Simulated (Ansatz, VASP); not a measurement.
**Cross-check of GaSi2C2N between VASP and Ansatz**

Wanted: the spread between two codes on one cell, functional and k mesh. The cell is generated by rule, not measured, and may not be a known phase. The cell is taken from a series of runs on this material, whose earlier steps may have relaxed, scaled, displaced or heated it; both programs get it as it stands.

Method: plane waves, with VASP 6.6.1 beside it; single point at PBE, in Ansatz 0.2.0.

The structure was built from a prototype and need not be the compound's stable phase.

### 1. The starting structure

The structure is orthorhombic, space group Imm2 (No. 44). The conventional cell has a = 3.116 Å, b = 3.116 Å, c = 13.220 Å, α = 90.00°, β = 90.00°, γ = 90.00°. Nearest to C lie 4 Si at 1.91 Å. Nearest to C lie 2 Ga at 1.91 Å and 2 Si at 1.91 Å. Nearest to Ga lie 2 N at 1.91 Å and 2 C at 1.91 Å. Nearest to N lie 2 Ga at 1.91 Å and 2 Si at 1.91 Å. Si has 2 C at 1.91 Å and 2 N at 1.91 Å nearest. Nearest to Si lie 4 C at 1.91 Å. Farther neighbours and most contacts between anions are not listed.

Coordinates:

```
C Ga N Si
1.0
     2.20333    2.20333    0.00000
    -2.20333    2.20333    0.00000
     2.20333    0.00000    6.61000
C Ga N Si
2 1 1 2
Direct
  0.41667 0.08333 0.16667
  0.75000 0.75000 0.50000
  0.66667 0.33333 0.66667
  0.08333 0.41667 0.83333
  0.00000 0.00000 0.00000
  0.33333 0.66667 0.33333
```

### 2. VASP: single point, PBE

With cell and atoms fixed, the geometry can't cause a difference; cores, projectors, grids and the points listed under the comparison can.

Lines of VASP's logs that name or quote its potential files are left out, and so is its time.

The input, INCAR:

```
SYSTEM = GaSi2C2N
PREC = Accurate
ENCUT = 600
EDIFF = 1E-06
NELM = 120
ISMEAR = 0
SIGMA = 0.1
LREAL = .FALSE.
ALGO = Normal
GGA = PE
NBANDS = 23
LORBIT = 11
LWAVE = .FALSE.
LCHARG = .FALSE.
ISIF = 2
LASPH = .TRUE.
GGA_COMPAT = .FALSE.
EFERMI = MIDGAP
KPAR = 2
```

The input, POSCAR:

```
GaSi2C2N
1.0
    2.2033300000      2.2033300000      0.0000000000
   -2.2033300000      2.2033300000      0.0000000000
    2.2033300000      0.0000000000      6.6100000000
C Ga N Si
2 1 1 2
Direct
    0.4166670000      0.0833330000      0.1666670000
    0.7500005000      0.7499995000      0.5000000000
    0.6666670000      0.3333330000      0.6666670000
    0.0833340000      0.4166660000      0.8333330000
    0.0000005000      0.9999995000      0.0000000000
    0.3333340000      0.6666660000      0.3333330000
```

The input, KPOINTS:

```
Automatic mesh
0
Gamma
6 6 6
0 0 0
```

The projector-augmented-wave data sets are C, Ga_d, N and Si (PBE family, release 64).

Started as:

```bash
$ mpirun -np 2 vasp_std
```

Numbers of over 12 decimals in the logs are rounded to 6 here.

Output:

```text
[banner, memory and clock lines left out]
running    2 mpi-ranks, on    1 nodes
 distrk:  each k-point on    1 cores,    2 groups
 distr:  one band on    1 cores,    1 groups

 POSCAR found type information on POSCAR C GaN Si
 POSCAR found :  4 types and       6 ions
 LDA part: xc-table for (Slater+PW92), standard interpolation
 POSCAR, INCAR and KPOINTS ok, starting setup
 FFT: planning ... GRIDC
 FFT: planning ... GRID_SOFT
 FFT: planning ... GRID
 WAVECAR not read
 entering main loop
       N       E                     dE             d eps       ncg     rms          rms(c)
DAV:   1     0.267737033399E+03    0.26774E+03   -0.17310E+04  2216   0.219E+03
DAV:   2    -0.116743052201E+02   -0.27941E+03   -0.26284E+03  2382   0.519E+02
DAV:   3    -0.459866667571E+02   -0.34312E+02   -0.33535E+02  2550   0.133E+02
DAV:   4    -0.473554121969E+02   -0.13687E+01   -0.13627E+01  2868   0.286E+01
DAV:   5    -0.473917523406E+02   -0.36340E-01   -0.36330E-01  2591   0.422E+00    0.142E+01
DAV:   6    -0.415203433184E+02    0.58714E+01   -0.18025E+01  3336   0.473E+01    0.559E+00
DAV:   7    -0.415574103629E+02   -0.37067E-01   -0.28585E+00  2825   0.107E+01    0.312E+00
DAV:   8    -0.415415923866E+02    0.15818E-01   -0.21313E-01  2880   0.476E+00    0.148E+00
DAV:   9    -0.415392434200E+02    0.23490E-02   -0.23965E-02  3219   0.175E+00    0.206E-01
DAV:  10    -0.415392295346E+02    0.13885E-04   -0.36555E-03  3097   0.442E-01    0.118E-01
DAV:  11    -0.415393776910E+02   -0.14816E-03   -0.45230E-04  2761   0.166E-01    0.577E-02
DAV:  12    -0.415394336812E+02   -0.55990E-04   -0.10373E-04  3016   0.812E-02    0.154E-02
DAV:  13    -0.415394360234E+02   -0.23422E-05   -0.21853E-05  3228   0.546E-02    0.838E-03
DAV:  14    -0.415394360221E+02    0.12510E-08   -0.36111E-06  2370   0.132E-02
   1 F= -.41539436E+02 E0= -.41539435E+02  d E =-.140384E-05
```

From OUTCAR (step 2):

```text
ion  position               nearest neighbor table
   1  0.417  0.083  0.167-   6 1.91   6 1.91   5 1.91   5 1.91
   2  0.750  0.750  0.500-   3 1.91   6 1.91   6 1.91   3 1.91
   3  0.667  0.333  0.667-   4 1.91   4 1.91   2 1.91   2 1.91
   4  0.083  0.417  0.833-   3 1.91   3 1.91   5 1.91   5 1.91
   5  0.000  1.000  0.000-   1 1.91   4 1.91   4 1.91   1 1.91   6 3.12   6 3.12   6 3.12   6 3.12

  LATTYP: Found a body centered tetragonal cell.
 ALAT       =     3.1159791684
 C/A-ratio  =     4.2426471056

 Subroutine GETGRP returns: Found  4 space group operations
 (whereof  4 operations were pure point group operations)

The static configuration has the point symmetry C_2v.

 Found     46 irreducible k-points:

   k-points           NKPTS =     46   k-points in BZ     NKDIM =     46   number of bands    NBANDS=     23

   dimension x,y,z NGX =    28 NGY =   28 NGZ =   56
   dimension x,y,z NGXF=    56 NGYF=   56 NGZF=  112

   ENCUT  =  600.0 eV  44.10 Ry    6.64 a.u.   6.22  6.22 13.92*2*pi/ulx,y,z

   NELECT =      34.0000    total number of electrons

 k-points in reciprocal lattice and weights: Automatic mesh
   0.00000000  0.00000000  0.00000000       0.005
   0.16666667  0.00000000 -0.00000000       0.019
   0.00000000 -0.16666667 -0.00000000       0.019
   0.33333333  0.00000000 -0.00000000       0.019
   0.00000000 -0.33333333 -0.00000000       0.019
   0.50000000  0.00000000 -0.00000000       0.009
   0.00000000  0.50000000  0.00000000       0.009
   0.16666667  0.16666667  0.00000000       0.019
   0.33333333  0.16666667 -0.00000000       0.037
[...]
-0.16666667  0.16666667  0.33333333       0.019
   0.00000000  0.00000000  0.50000000       0.005

 average (electrostatic) potential at core
       1 -45.9855       2 -44.8995       3 -61.4295       4 -61.2375       5 -82.3616
       6 -80.9657

 E-fermi :   8.5604

 k-point     1 :       0.0000    0.0000    0.0000
  band No.  band energies     occupation
    ...
     13       5.0132      2.00000
     14       5.1485      2.00000
     15       7.2124      2.00000
     16       7.3801      2.00000
     17       8.1247      2.00000
     18       9.2247      0.00000
     19      10.6486      0.00000
     20      11.7863      0.00000
     21      12.8291      0.00000
     22      13.7842      0.00000
    ...

 k-point     2 :       0.1667    0.0000   -0.0000
  band No.  band energies     occupation
    ...
     13       4.4412      2.00000
     14       5.3599      2.00000
     15       5.7240      2.00000
     16       6.7808      2.00000
     17       8.1489      2.00000
     18       9.9158      0.00000
     19      11.5168      0.00000
     20      13.2889      0.00000
     21      13.7077      0.00000
     22      14.4944      0.00000
    ...

 k-point     3 :       0.0000   -0.1667   -0.0000
  band No.  band energies     occupation
    ...
     13       4.2942      2.00000
     14       5.2486      2.00000
     15       6.2605      2.00000
     16       6.9796      2.00000
     17       7.3250      2.00000
     18      10.1913      0.00000
     19      11.6229      0.00000
     20      12.6867      0.00000
     21      13.7706      0.00000
     22      14.5861      0.00000
    ...

  Total        1.7722309      1.7722309      0.6793481     -0.0280145      0.0000000      0.0000000
  in kB       44.2425700     44.2425700     16.9594741     -0.6993631      0.0000000      0.0000000
  external PRESSURE =      35.1482047 kB  Pullay stress =       0.0000000 kB

  energy-cutoff  :      600.00
  volume of cell :       64.18
      direct lattice vectors                 reciprocal lattice vectors
     2.203330000  2.203330000  0.000000000     0.226929239  0.226929239 -0.075642965
    -2.203330000  2.203330000  0.000000000    -0.226929239  0.226929239  0.075642965
     2.203330000  0.000000000  6.610000000     0.000000000  0.000000000  0.151285930

 POSITION                                       TOTAL-FORCE (eV/Angst)
 -----------------------------------------------------------------------------------
      1.10167      1.10166      1.10167        -0.000000     -0.000000     -1.619948
      1.10167      3.30499      3.30500         0.000000      0.000000     -2.230358
      2.20333      2.20333      4.40667        -0.000000      0.000000     -1.508440
      1.10167      1.10166      5.50833         0.000000      0.000000      3.798260
     -2.20333      2.20333      0.00000         0.000000      0.000000      0.019238
      0.00000      2.20333      2.20333        -0.000000     -0.000000      1.541249
 -----------------------------------------------------------------------------------
    total drift:                               -0.003140      0.000070     -0.000055

  FREE ENERGIE OF THE ION-ELECTRON SYSTEM (eV)
  ---------------------------------------------------
  free  energy   TOTEN  =       -41.5394360221 eV

  energy  without entropy=      -41.5394346183  energy(sigma->0) =      -41.53943532

 total charge
# of ion       s       p       d       tot
------------------------------------------
    1        0.836   1.671   0.000   2.507
    2        0.833   1.671   0.000   2.504
    3        0.846   1.079  10.200  12.125
    4        1.225   2.558   0.000   3.783
    5        0.698   0.868   0.000   1.566
    6        0.704   0.944   0.000   1.647
--------------------------------------------------
tot          5.141   8.790  10.200  24.132

[... 3 further parts left out ...]
```

The run ends at a pressure of 3.51 GPa, with forces up to 3.8 eV/Å.

### 3. Ansatz: single point, PBE

Ansatz runs on its default PAW (the set named soft_2) files.

The same cell, functional, mesh and smearing now go to Ansatz, which takes its cutoff from its data sets.

The input, input.yaml:

```yaml
crystal:
  lattice:
    - [2.20333, 2.20333, 0.0]
    - [-2.20333, 2.20333, 0.0]
    - [2.20333, 0.0, 6.61]
  atoms:
    - { symbol: C, position: [0.416667, 0.083333, 0.166667] }
    - { symbol: C, position: [0.75, 0.75, 0.5] }
    - { symbol: Ga, position: [0.666667, 0.333333, 0.666667] }
    - { symbol: "N", position: [0.083333, 0.416667, 0.833333] }
    - { symbol: Si, position: [0.0, 0.0, 0.0] }
    - { symbol: Si, position: [0.333333, 0.666667, 0.333333] }
kpoints:
  mp_grid: { grid: [6, 6, 6] }
hamiltonian:
  xc: pbe
scf:
  occupations: { method: gaussian, width: 0.1 }
output:
  forces: true
  stress: true
  eigenvalues: true
```

Started as:

```bash
$ ansatz run input.yaml --threads 8 --pin off --max-ram 14336MiB --backend cpu --events-out ev --progress --plain --runs-dir out
```

Output:

```text
Warning: the atoms were moved onto the symmetric positions of the space group found under crystal.symmetry.tolerance 1.0e-5 (fractional; no operation is sought that the atoms, as they stand in a round, miss by more than twice it, and no atom is moved by as much as it), and the run uses the moved positions. Before a round's move an operation carried an atom to 4.41e-6 Å from where it should land, the largest such dist [...]
Engine: ansatz 0.2.0, x86_64-unknown-linux-gnu
Pseudopotentials: kind: paw
Pseudopotential: C, paw, valence charge 4, recommended cutoff 420 eV (normal), C.paw.azcp
Pseudopotential: Ga, paw, valence charge 13, recommended cutoff 420 eV (normal), Ga.paw.azcp
Pseudopotential: N, paw, valence charge 5, recommended cutoff 420 eV (normal), N.paw.azcp
Pseudopotential: Si, paw, valence charge 4, recommended cutoff 420 eV (normal), Si.paw.azcp
Functional definition: PBE
  parameter kappa = 0.804
  parameter beta = 0.066725
  exchange = pbe_x(kappa = kappa, mu = beta*pi^2/3)
  correlation = pbe_c(beta = beta)
Crystal: 6 atoms, lattice volume = 64.179 Å³
Basis set: ecut = 420 eV, 1275 PW (Γ), exchange–correlation on 48×48×96 points (8 copies of the dense FFT grid, shifted against one another)
Bands: 23, of which v1, the nominal top of the filled ones, is band 17 counted from 1 (16 counted from 0)
Symmetry: 4 space group operations
Space group: Imm2 (ITA 44), of the structure as read, at distance tolerance 4.0e-5 Å
k-points: 46 of 216 (time reversal used)
Non-local potential: C, projectors of the file, l = 0: 2, l = 1: 2, l = 2: 1
Non-local potential: Ga, projectors of the file, l = 0: 2, l = 1: 2, l = 2: 3, l = 3: 1
Non-local potential: N, projectors of the file, l = 0: 2, l = 1: 2, l = 2: 1
Non-local potential: Si, projectors of the file, l = 0: 2, l = 1: 2, l = 2: 2
PAW form: soft (Blöchl's): semilocal exchange-correlation on the pseudo side does not see the compensation charge
PAW one-centre angular grid: C, 110 points (default); XC on 64 Gauss nodes
PAW one-centre angular grid: Ga, 590 points (default); XC on 64 Gauss nodes
PAW one-centre angular grid: N, 110 points (default); XC on 64 Gauss nodes
PAW one-centre angular grid: Si, 110 points (default); XC on 64 Gauss nodes
Initial density: superposition of atomic densities (neutral atoms: chi_scale 0, normalization atom), corrected by the library's trained network
Initial wavefunctions: pseudopotential atomic-orbital guess
Functional: x = pbe(κ = 0.804, μ = 0.219515), c = pbe(β = 0.066725)
SCF iter   1: F=—  HF=-5941.495140 eV  |F-HF|=—  |Δ(HF+E_count)|=         —  Δρ=3.88e-3  dr2=3.56e-2  ethr=1.77e-3  ⟨swp⟩=5.6  Hψ=5289  notcnv=0
preconditioner: auto → none  [insulator: Δε(μ)=0.688 eV  Ē_g=14.205 eV  σ=0.100 eV  W_gap=1.00  n_scr=12 (ndim 8)  ℏωp=27.0 eV  f_vac=0.000  D(μ)=0.00/eV (n_scr^D=0)  ε∞_Penn≈4.6]
SCF iter   2: F=—  HF=-5941.487477 eV  |F-HF|=—  |Δ(HF+E_count)|=   7.66e-3  Δρ=1.42e-3  dr2=1.03e-3  ethr=1.05e-4  ⟨swp⟩=2.1  Hψ=1876  notcnv=0  defer=7
SCF iter   3: F=—  HF=-5941.487361 eV  |F-HF|=—  |Δ(HF+E_count)|=   1.16e-4  Δρ=5.73e-4  dr2=1.34e-4  ethr=3.03e-6  ⟨swp⟩=2.0  Hψ=1700  notcnv=0  defer=1
automatic band count: iteration 3 solves 22 bands in place of 23: the levels show a gap, and the empty bands left out lie too high to hold charge; the band table lists the bands solved (type scf.n_extra_bands for more)
SCF iter   4: F=—  HF=-5941.487395 eV  |F-HF|=—  |Δ(HF+E_count)|=   3.41e-5  Δρ=1.96e-4  dr2=1.37e-5  ethr=3.93e-7  ⟨swp⟩=2.0  Hψ=1715  notcnv=0  defer=1
SCF iter   5: F=—  HF=-5941.487426 eV  |F-HF|=—  |Δ(HF+E_count)|=   3.06e-5  Δρ=5.87e-5  dr2=9.31e-7  ethr=4.02e-8  ⟨swp⟩=2.0  Hψ=1745  notcnv=0  defer=1
SCF iter   6: F=-5941.487427 eV  HF=-5941.487427 eV  |F-HF|=5.49e-8  |Δ(HF+E_count)|=   9.21e-7  Δρ=1.18e-5  dr2=4.12e-8  ethr=2.94e-10  ⟨swp⟩=8.7  Hψ=4866  notcnv=0
SCF 1 converged in 6 iterations: F = -5941.487427 eV  dr2 = 4.12e-8
  greatest PAW one-centre occupation: 0.995 electrons in one spin orbital (limit 2), on the Ga atom at site 2 (counted from 0), in its partial waves of l = 2
SCF converged after 6 iterations
Free energy (F): -5941.487427 eV
Harris-Foulkes:  -5941.487427 eV  (|F-HF|=5.49e-8)
Internal energy: -5941.487426 eV  (E = F + TS)
E sigma→0 (E₀):  -5941.487427 eV
Entropy (-TS):   -0.000001 eV (-0.000 meV/atom)
Fermi energy:    11.001266 eV
--- Per-component energies (eV) ---
  E_band       = 52.886313
  E_kinetic    = 517.678556
  E_local      = -2757.561662  (includes V_loc(G=0)·N_el)
  E_nonlocal   = 574.698805
  E_hartree    = 1260.733024
  E_xc         = -340.115568
  E_vxc        = -353.264092  (∫ρ·V_xc dr)
  E_paw        = -3341.133052  (= ΣΔE_a)
  E_vpaw       = -450.130678  (= ΣTr[D̂ρ^β])
  E_aug_tail   = 0.000041  (compensation charges beyond the density's cutoff)
  E_ewald      = -1855.787571
  E_smearing   = -0.000001  (= −TS)
  E_closure    = 0.000000  (closes the sum)
  Σ components = -5941.487427   (vs F -5941.487427, Δ=0.00e0)
--- Forces (eV/Å), atoms counted from 1 ---
  atom   1  C     -0.00000000    -0.00000000    -1.62088078
  atom   2  C     -0.00000000     0.00000000    -2.25805655
  atom   3  Ga     0.00000000    -0.00000000    -1.47097971
  atom   4  N     -0.00000000     0.00000000     3.79999340
  atom   5  Si     0.00000000     0.00000000     0.00769477
  atom   6  Si     0.00000000     0.00000000     1.54218538
  max |Σ_I F_I| component: 4.35e-5 eV/Å
--- Stress (GPa, compression-positive) ---
        4.622787      -0.115030       0.000000
       -0.115030       4.622787       0.000000
        0.000000       0.000000       1.924471
  P = ⅓ Tr σ = 3.7233 GPa (37.233 kbar)
--- Band table (eV; the first three rows and the last of 46) ---
  k-point 0: bands = [... 13 lower, 7.5908, 9.6555, 9.8207, 10.5607, 11.6735, 13.0914, 14.2298, 15.2618, ... 1 higher]
  k-point 1: bands = [... 13 lower, 7.6567, 9.3418, 9.7055, 10.4779, 11.5252, 13.4918, 14.2651, 15.3438, ... 1 higher]
  k-point 2: bands = [... 13 lower, 7.9307, 8.6415, 9.4349, 10.3064, 11.3294, 14.1280, 14.3570, 15.6746, ... 1 higher]
  k-point 45: bands = [... 13 lower, 5.6841, 6.1602, 6.8787, 7.0148, 11.7269, 12.8338, 14.8169, 15.1656, ... 1 higher]
```

In the SCF lines HF is the Harris–Foulkes energy and dr2 the Hartree energy of the density residual, in eV; the loop may stop once dr2 is under the threshold and the program's other checks hold. Hψ counts applications of the Hamiltonian.

The run ends at a pressure of 3.72 GPa, with forces up to 3.8 eV/Å.

### 4. Differences

Known differences besides the potentials themselves: the cutoff is 420 eV in Ansatz and 600 eV in VASP. Total energies have different zeros and are not compared.

Both answers:

```csv
quantity,Ansatz,VASP,difference
pressure (GPa),3.72,3.51,+0.21
gap on the k mesh (eV),0.536,0.522,+0.014
```

Forces (eV/Å; atoms numbered as in POSCAR):

```csv
atom,"Ansatz x, y, z","VASP x, y, z"
C1,"0.000, 0.000, -1.621","0.000, 0.000, -1.620"
C2,"0.000, 0.000, -2.258","0.000, 0.000, -2.230"
Ga3,"0.000, 0.000, -1.471","0.000, 0.000, -1.508"
N4,"0.000, 0.000, 3.800","0.000, 0.000, 3.798"
Si5,"0.000, 0.000, 0.008","0.000, 0.000, 0.019"
Si6,"0.000, 0.000, 1.542","0.000, 0.000, 1.541"
```

The forces differ by 11 meV/Å r.m.s., which is 0.9 % of the r.m.s. force of 1.217 eV/Å (both taken over all components). A gap on the mesh is an upper bound, since the band edges may lie between its points.

### 5. Results

```yaml
r_m_s_force_difference_single_point_pbe: 0.93 % of the r.m.s. force
```

The r.m.s. force difference is 0.93 % of the r.m.s. force (single point, PBE), within the 3 % picked in this series as the mark of a large difference. Such differences can come from data sets, numerical settings and the points named under the comparisons, not from the functional's error against experiment.

[Lines on the potential files, build, host, timing and source positions are cut from VASP's logs without a mark.]

[Logs are printed without paths, hosts, clocks, repeated set-up lines and the standing remarks that a program may print on its own settings, such as how far it seeks lower states.]

[Hosts, paths, dates, database ids (printed as entryN), source tags and the programs' standing remarks are cut or masked in the printed files.]
